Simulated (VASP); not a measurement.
# OH on Ni(111): which site?, part 8 of 8

Which site of Ni(111) does OH prefer, and what does it do to the work function?

VASP 6.6.1, plane waves and PAW; the level of theory is named at each step.

Still holding for the runs below: The magnetic state follows from one typed start and may not be the lowest.

So far. Step 12 (Potential and states with the adsorbate, site fcc): The vacuum level lies 3.07 eV above the Fermi level at the upper face; the two faces differ by 1.97 eV, the step that the slab's dipole of -0.233 e·Å makes.

## (13) Relaxing the adsorbate, site hcp

Level of this step: PBE, spin-polarised from a ferromagnetic start; plane waves and PAW (Ni, O, H) (VASP).

The input, INCAR:

```
SYSTEM = Ni12HO
PREC = Normal
ENCUT = 440
EDIFF = 1E-05
NELM = 120
ISMEAR = 1
SIGMA = 0.15
LREAL = Auto
ALGO = Fast
GGA = PE
NBANDS = 92
ISPIN = 2
MAGMOM = 1 1 1 1 1 1 1 1 1 1 1 1 0 0
LASPH = .TRUE.
LMAXMIX = 4
LORBIT = 11
LWAVE = .FALSE.
LCHARG = .FALSE.
KPAR = 4
IBRION = 2
NSW = 50
ISIF = 2
EDIFFG = -0.03
POTIM = 0.4
MAXMIX = 40
IDIPOL = 3
LDIPOL = .TRUE.
DIPOL = 0.5 0.5 0.525
```

The input, POSCAR:

```
Ni12HO
1.0
    4.9754855063      0.0000000000      0.0000000000
    2.4877427531      4.3088968446      0.0000000000
    0.0000000000      0.0000000000     19.0624669043
Ni O H
12 1 1
Selective dynamics
Direct
    0.1666666700      0.1666666700      0.3934433100  F F F
    0.6666666700      0.1666666700      0.3934433100  F F F
    0.1666666700      0.6666666700      0.3934433100  F F F
    0.6666666700      0.6666666700      0.3934433100  F F F
    0.8333333300      0.3333333300      0.4982770300  T T T
    0.3333333300      0.3333333300      0.4982770300  T T T
    0.8333333300      0.8333333300      0.4982770300  T T T
    0.3333333300      0.8333333300      0.4982770300  T T T
    0.0000000000      0.0000000000      0.6028587200  T T T
    0.5000000000      0.0000000000      0.6028587200  T T T
    0.0000000000      0.5000000000      0.6028587200  T T T
    0.5000000000      0.5000000000      0.6028587200  T T T
    0.3333333300      0.3333333300      0.6631866900  T T T
    0.3333333300      0.3333333300      0.7145966200  T T T
```

The input, KPOINTS:

```
Automatic mesh
0
Gamma
6 6 1
0 0 0
```

Potentials, in the order of the species: Ni, O and H (PBE family, release 64).

Command:

```bash
$ mpirun -np 4 vasp_std
```

What it wrote:

```text
[... set-up lines as in an earlier step ...]
 entering main loop
       N       E                     dE             d eps       ncg     rms          rms(c)
DAV:   1     0.956462455131E+03    0.95646E+03   -0.50142E+04  2576   0.130E+03
DAV:   2     0.361737071370E+02   -0.92029E+03   -0.85893E+03  2576   0.315E+02
DAV:   3    -0.773858274018E+02   -0.11356E+03   -0.10444E+03  2940   0.137E+02
DAV:   4    -0.832161153595E+02   -0.58303E+01   -0.57407E+01  2836   0.320E+01
[...]
RMM:  40    -0.709070575144E+02   -0.21726E-04   -0.33213E-07   775   0.187E-03    0.106E-03
RMM:  41    -0.709070737433E+02   -0.16229E-04   -0.37550E-07   790   0.189E-03    0.211E-03
RMM:  42    -0.709070808169E+02   -0.70735E-05   -0.77777E-08   627   0.167E-03
   1 F= -.70907081E+02 E0= -.70902001E+02  d E =-.709071E+02  mag=     8.1707
[... from here on, the cycles between the ionic steps are left out ...]
   2 F= -.70685022E+02 E0= -.70684143E+02  d E =0.222059E+00  mag=     8.8900
   4 F= -.71161687E+02 E0= -.71160585E+02  d E =-.117436E+00  mag=     8.8944
   7 F= -.71218738E+02 E0= -.71218965E+02  d E =-.517969E-01  mag=     9.0219
  10 F= -.71261480E+02 E0= -.71262282E+02  d E =-.427429E-01  mag=     9.0850
  13 F= -.71273522E+02 E0= -.71274228E+02  d E =-.120418E-01  mag=     9.0905
  16 F= -.71283439E+02 E0= -.71283953E+02  d E =-.433922E-02  mag=     9.0820
  19 F= -.71293922E+02 E0= -.71294055E+02  d E =-.324621E-02  mag=     9.1255
  22 F= -.71298540E+02 E0= -.71298419E+02  d E =-.387172E-02  mag=     9.1486
  25 F= -.71299957E+02 E0= -.71299726E+02  d E =-.750718E-03  mag=     9.1572
  28 F= -.71302297E+02 E0= -.71301818E+02  d E =-.309091E-02  mag=     9.1272
  31 F= -.71302507E+02 E0= -.71301992E+02  d E =-.210396E-03  mag=     9.1223
  34 F= -.71302762E+02 E0= -.71302345E+02  d E =-.255103E-03  mag=     9.1294
  37 F= -.71303037E+02 E0= -.71302593E+02  d E =-.529631E-03  mag=     9.1273
  40 F= -.71303098E+02 E0= -.71302645E+02  d E =-.401937E-04  mag=     9.1324
  41 F= -.71303175E+02 E0= -.71302704E+02  d E =-.116888E-03  mag=     9.1357
  42 F= -.71303186E+02 E0= -.71302680E+02  d E =-.127473E-03  mag=     9.1431
[...]
reached required accuracy - stopping structural energy minimisation
```

Elapsed: 24 min, on 4 MPI ranks of Intel Xeon Platinum 8488C (Sapphire Rapids), shared host; peak memory 2.2 GiB; 1.5 h of CPU time.

From OUTCAR (step 13):

```text
  Total       -3.1597792     -3.1597792     -0.3722224      0.0000000     -0.0000000      0.0000000
  in kB      -12.3875853    -12.3875853     -1.4592593      0.0000000     -0.0000000      0.0000000
  external PRESSURE =      -8.7448100 kB  Pullay stress =       0.0000000 kB

 POSITION                                       TOTAL-FORCE (eV/Angst)
 -----------------------------------------------------------------------------------
      1.24387      0.71815      7.50000        -0.027505     -0.015880     -0.019696
      3.73161      0.71815      7.50000         0.027505     -0.015880     -0.019696
      2.48774      2.87260      7.50000        -0.000000      0.031760     -0.019696
      4.97549      2.87260      7.50000         0.000000     -0.000000      0.018579
      4.97549      1.45271      9.50867        -0.000000      0.028442     -0.002986
      2.48774      1.43630      9.47341         0.000000     -0.000000      0.006168
      6.20514      3.58254      9.50867        -0.024632     -0.014221     -0.002986
      3.74583      3.58254      9.50867         0.024632     -0.014221     -0.002986
      0.00000      0.00000     11.41552        -0.000000      0.000000      0.024547
      4.97549      4.29443     11.54692        -0.000000      0.000114      0.002998
      6.20683      2.16168     11.54692         0.000098     -0.000057      0.002998
      3.74414      2.16168     11.54692        -0.000098     -0.000057      0.002998
      2.48774      1.43630     12.92072        -0.000000      0.000000      0.017690
      2.48774      1.43630     13.89390         0.000000     -0.000000     -0.007935
 -----------------------------------------------------------------------------------
    total drift:                                0.000049      0.000028     -0.071639

  FREE ENERGIE OF THE ION-ELECTRON SYSTEM (eV)
  ---------------------------------------------------
  free  energy   TOTEN  =       -71.3031855816 eV

  energy  without entropy=      -71.3016675278  energy(sigma->0) =      -71.30267956

 magnetization (x)
# of ion       s       p       d       tot
------------------------------------------
    1       -0.003  -0.020   0.752   0.729
    2       -0.003  -0.020   0.752   0.729
    3       -0.003  -0.020   0.752   0.729
    4        0.002  -0.020   0.782   0.763
    5       -0.005  -0.022   0.783   0.756
    6       -0.004  -0.026   0.834   0.805
    7       -0.005  -0.022   0.783   0.756
    8       -0.005  -0.022   0.783   0.756
    9       -0.001  -0.023   0.822   0.797
   10       -0.005  -0.021   0.806   0.779
   11       -0.005  -0.021   0.806   0.779
   12       -0.005  -0.021   0.806   0.779
   13        0.010   0.095   0.000   0.105
   14        0.001   0.002   0.000   0.003
--------------------------------------------------
tot         -0.034  -0.162   9.460   9.264

[... 3 parts as in an earlier step ...]

[... 1 further part left out ...]
[key lines of the parts left out:]
E-fermi :   0.4252
```

Relaxation path (22 of 42):

```
step  energy less that of the first step (eV)  largest force (eV/Å)
   1                                   0.0000                3.1915
   3                                  -0.1372                2.6526
   5                                  -0.2599                0.8555
   7                                  -0.3117                1.3668
   9                                  -0.3527                0.3856
  11                                  -0.3594                0.3775
  13                                  -0.3664                0.7776
  15                                  -0.3762                0.2048
  17                                  -0.3795                0.1564
  19                                  -0.3868                0.1616
  21                                  -0.3889                0.3555
  22                                  -0.3915                0.1676
  24                                  -0.3921                0.1593
  26                                  -0.3944                0.0848
  28                                  -0.3952                0.1427
  30                                  -0.3954                0.0532
  32                                  -0.3955                0.0745
  34                                  -0.3957                0.0545
  36                                  -0.3959                0.0338
  38                                  -0.3960                0.0786
  40                                  -0.3960                0.0746
  42                                  -0.3961                0.0286
```

The atoms that moved most (Å):

```
atom      dx      dy      dz  length
 O13   0.000   0.000   0.279   0.279
 H14   0.000   0.000   0.272   0.272
 Ni9   0.000   0.000  -0.076   0.076
Ni11  -0.013   0.007   0.055   0.057
Ni10   0.000  -0.014   0.055   0.057
Ni12   0.013   0.007   0.055   0.057
 Ni6   0.000   0.000  -0.025   0.025
 Ni8   0.014  -0.008   0.010   0.019
```

The relaxed structure:

```xyz
14
Lattice="4.9755 0.0000 0.0000 2.4877 4.3089 0.0000 0.0000 0.0000 19.0625" Properties=species:S:1:pos:R:3
Ni    1.2439    0.7181    7.5000
Ni    3.7316    0.7181    7.5000
Ni    2.4877    2.8726    7.5000
Ni    4.9755    2.8726    7.5000
Ni    4.9755    1.4527    9.5087
Ni    2.4877    1.4363    9.4734
Ni    6.2051    3.5825    9.5087
Ni    3.7458    3.5825    9.5087
Ni    0.0000    0.0000   11.4155
Ni    2.4877   -0.0145   11.5469
Ni    1.2313    2.1617   11.5469
Ni    3.7441    2.1617   11.5469
O     2.4877    1.4363   12.9207
H     2.4877    1.4363   13.8939
```

Spin moment in the PAW sphere by atom:

```
atom  spin moment in the PAW sphere (μB)
 Ni1                               0.729
 Ni2                               0.729
 Ni3                               0.729
 Ni4                               0.763
 Ni5                               0.756
 Ni6                               0.805
 Ni7                               0.756
 Ni8                               0.756
 Ni9                               0.797
Ni10                               0.779
Ni11                               0.779
Ni12                               0.779
 O13                               0.105
 H14                               0.003
```

The run ended after 42 ionic steps, 0.396 eV below its first step, once the forces on the free atoms met EDIFFG = -0.03.

## (14) Potential and states with the adsorbate, site hcp

The input, INCAR:

```
SYSTEM = Ni12HO
PREC = Normal
ENCUT = 440
EDIFF = 1E-06
NELM = 120
ISMEAR = 1
SIGMA = 0.15
LREAL = Auto
ALGO = Fast
GGA = PE
NBANDS = 92
ISPIN = 2
MAGMOM = 1 1 1 1 1 1 1 1 1 1 1 1 0 0
LASPH = .TRUE.
LMAXMIX = 4
LORBIT = 11
LWAVE = .FALSE.
LCHARG = .FALSE.
KPAR = 4
IDIPOL = 3
LDIPOL = .TRUE.
DIPOL = 0.5 0.5 0.528
LVHAR = .TRUE.
LVACPOTAV = .TRUE.
NEDOS = 1500
```

The input, POSCAR:

```
Ni12HO
1.0
    4.9754855063      0.0000000000      0.0000000000
    2.4877427531      4.3088968446      0.0000000000
    0.0000000000      0.0000000000     19.0624669043
Ni O H
12 1 1
Selective dynamics
Direct
    0.1666666700      0.1666666700      0.3934433100  F F F
    0.6666666700      0.1666666700      0.3934433100  F F F
    0.1666666700      0.6666666700      0.3934433100  F F F
    0.6666666700      0.6666666700      0.3934433100  F F F
    0.8314285851      0.3371428198      0.4988164754  T T T
    0.3333333300      0.3333333300      0.4969665365  T T T
    0.8314285851      0.8314285851      0.4988164754  T T T
    0.3371428198      0.8314285851      0.4988164754  T T T
    0.0000000000      0.0000000000      0.5988481099  T T T
    0.5016787026      0.9966425948      0.6057412930  T T T
    0.9966425948      0.5016787026      0.6057412930  T T T
    0.5016787026      0.5016787026      0.6057412930  T T T
    0.3333333300      0.3333333300      0.6778095366  T T T
    0.3333333300      0.3333333300      0.7288617681  T T T
```

KPOINTS is that of step 13.

Command:

```bash
$ mpirun -np 4 vasp_std
```

What it wrote:

```text
[... set-up lines as in an earlier step ...]
 entering main loop
       N       E                     dE             d eps       ncg     rms          rms(c)
DAV:   1     0.948617661646E+03    0.94862E+03   -0.50074E+04  2576   0.130E+03
DAV:   2     0.342091021930E+02   -0.91441E+03   -0.85628E+03  2576   0.315E+02
DAV:   3    -0.775012547311E+02   -0.11171E+03   -0.10180E+03  3004   0.136E+02
DAV:   4    -0.838807788362E+02   -0.63795E+01   -0.62785E+01  2840   0.326E+01
[...]
RMM:  41    -0.713032061919E+02   -0.29678E-05   -0.68128E-08  1549   0.733E-04    0.118E-03
RMM:  42    -0.713032082306E+02   -0.20387E-05   -0.60400E-08  1522   0.744E-04    0.135E-03
RMM:  43    -0.713032090527E+02   -0.82206E-06   -0.18846E-08  1362   0.673E-04
 [... a notice as in an earlier step ...]

   1 F= -.71303209E+02 E0= -.71302705E+02  d E =-.151236E-02  mag=     9.1433
```

It took 3.1 min on 4 MPI ranks; peak memory 2 GiB; 12 min of CPU time.

From OUTCAR (step 14):

```text
  Total       -3.1963332     -3.1963332     -0.4119875      0.0000000     -0.0000000      0.0000000
  in kB      -12.5308913    -12.5308913     -1.6151540      0.0000000     -0.0000000      0.0000000
  external PRESSURE =      -8.8923122 kB  Pullay stress =       0.0000000 kB

 POSITION                                       TOTAL-FORCE (eV/Angst)
 -----------------------------------------------------------------------------------
      1.24387      0.71815      7.50000        -0.027577     -0.015922     -0.020793
      3.73161      0.71815      7.50000         0.027577     -0.015922     -0.020793
      2.48774      2.87260      7.50000        -0.000000      0.031843     -0.020793
      4.97549      2.87260      7.50000        -0.000000     -0.000000      0.017306
      4.97549      1.45271      9.50867        -0.000000      0.024447     -0.004522
      2.48774      1.43630      9.47341        -0.000000     -0.000000      0.009022
      6.20514      3.58254      9.50867        -0.021172     -0.012224     -0.004522
      3.74583      3.58254      9.50867         0.021172     -0.012224     -0.004522
      0.00000      0.00000     11.41552        -0.000000     -0.000000      0.023959
      4.97549      4.29443     11.54692        -0.000000      0.000363      0.005189
      6.20683      2.16168     11.54692         0.000315     -0.000182      0.005189
      3.74414      2.16168     11.54692        -0.000315     -0.000182      0.005189
      2.48774      1.43630     12.92072        -0.000000     -0.000000      0.019493
      2.48774      1.43630     13.89390        -0.000000     -0.000000     -0.009401
 -----------------------------------------------------------------------------------
    total drift:                                0.000049      0.000028     -0.054985

  FREE ENERGIE OF THE ION-ELECTRON SYSTEM (eV)
  ---------------------------------------------------
  free  energy   TOTEN  =       -71.3032090527 eV

  energy  without entropy=      -71.3016966916  energy(sigma->0) =      -71.30270493

[... 3 parts as in an earlier step ...]

[... 1 further part left out ...]
[key lines of the parts left out:]
E-fermi :   0.4351
```

Zero at the Fermi level. Table of planar average of the electrostatic potential by height:

```
height (Å)  planar average of the electrostatic potential (eV)
       0.0                                                3.16
       0.5                                                4.15
       1.0                                                5.04
       1.5                                                5.04
       2.0                                                5.04
       2.5                                                5.04
       3.0                                                5.04
       3.5                                                5.04
       4.0                                                5.04
       4.5                                                5.02
       5.0                                                4.97
       5.5                                                4.78
       6.0                                                4.10
       6.5                                                1.64
       7.0                                               -8.18
       7.5                                               -20.7
       8.0                                               -8.32
       8.5                                              -0.464
       9.0                                               -8.58
       9.5                                               -20.7
      10.0                                               -8.52
      10.5                                              -0.366
      11.0                                               -8.00
      11.5                                               -20.6
      12.0                                               -9.28
      12.5                                              -0.326
      13.0                                               0.722
      13.5                                                2.88
      14.0                                                2.63
      14.5                                                3.01
      15.0                                                3.13
      15.5                                                3.15
      16.0                                                3.16
      16.5                                                3.16
      17.0                                                3.16
      17.5                                                3.16
      18.0                                                3.16
      18.5                                                3.16
```

The map of layer states is cut here 0.5 eV above the Fermi level, so it leaves out the states above that.

At the end the adsorbate's closest contact with the slab is O-Ni at 2.00 Å, 1.45 Å to the side of the slab's atom, and its lowest atom lies 1.37 Å above the highest atom of the slab.

The vacuum level lies 3.16 eV above the Fermi level at the upper face; the two faces differ by 1.88 eV, the step that the slab's dipole of -0.223 e·Å makes.

VASP counts the dipole in electrons times Å, so a positive number points the physical dipole along −c.

The program found no field-free point at its default tolerance, but its printed level agrees with the flat part of the planar average.

On this mesh the fine structure of the density of states is sampling noise, and high empty states may be cut by the number of bands.

## (15) The sites side by side

This step: adsorption sites, PBE; plane waves and PAW (VASP 6.6.1).

No new run; the numbers come from the runs before.

The site's symmetry is kept, so a site may be a saddle point. All sites:

```
 site  adsorption energy (eV)  height over the top layer (Å)  shortest distance to the metal (Å)  bond in the molecule (Å)  change of the work function (eV)  sideways move (Å)
ontop                  -2.154                          1.882                                1.81                    0.9646                           -0.7533                  0
  fcc                   -3.14                          1.357                               1.977                    0.9715                            -1.878                  0
  hcp                  -3.044                          1.407                               1.998                    0.9732                            -1.794                  0
```

Each adsorption energy is the energy with the adsorbate less the clean slab (-60.531 eV) and the reference (-7.728 eV, free OH).

## (16) Results

| Item | Value |
| --- | --- |
| ontop start | -2.15 eV |
| fcc start | -3.14 eV |
| hcp start | -3.04 eV |

In words: Among the starts that kept their site, OH is lowest at the fcc site of Ni(111), at -3.14 eV against free OH; hcp lies 0.10 eV higher and ontop lies 0.99 eV higher. The bridge start did not converge and is missing from the table, so the ranking is incomplete. By its last free energy the bridge run stood roughly at -3.1 eV, on a scale that the smearing term shifts by some hundredths. At that site the work function falls by 1.88 eV from 4.95 eV. The bare lower face moves by +0.09 eV too, a measure of how thin the slab is. The molecule's bond runs from 0.965 Å (ontop) to 0.973 Å (hcp). The clean slab ran with reciprocal-space projectors and the cells with the adsorbate with LREAL = Auto, which leaves a small offset in these differences. Symmetry was kept, so any start that stayed on its site may sit on a saddle point. The slab is thin, and zero-point and thermal parts are left out.

[Lines on the potential files, build, host, timing and source positions are cut from VASP's logs without a mark.]

[Logs are printed without paths, hosts, clocks, repeated set-up lines and the standing remarks that a program may print on its own settings, such as how far it seeks lower states.]

[Hosts, paths, dates, database ids (printed as entryN), source tags and the programs' standing remarks are cut or masked in the printed files.]

[Runs that stopped without an error message from VASP are left out.]
